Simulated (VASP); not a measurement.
Input:

```
CELL_PARAMETERS angstrom
      0.00000     2.32001     2.32001
      2.32001     0.00000     2.32001
      2.32001     2.32001     0.00000
ATOMIC_POSITIONS crystal
  Zr 0.00000 0.00000 0.00000
  C  0.50000 0.50000 0.50000
```

Computed with PBE GGA with D4 dispersion, VASP's PBE PAW potentials (set 64) (plane waves; VASP 6.6.1). Numerical set-up: 520 eV cut-off, 13×13×13 Γ-centred mesh, first-order Methfessel-Paxton smearing of 0.10 eV, potentials Zr_sv C.

Question: Give the stress tensor in GPa (positive for a compressed cell).

Answer: 
```
7.36  0.00  0.00
0.00  7.36  0.00
0.00  0.00  7.36
```
The pressure is its mean diagonal, 7.36 GPa.

The compound is ZrC in the rock salt structure. This cell is one point of a volume scan, at 0.97 of the reference volume.
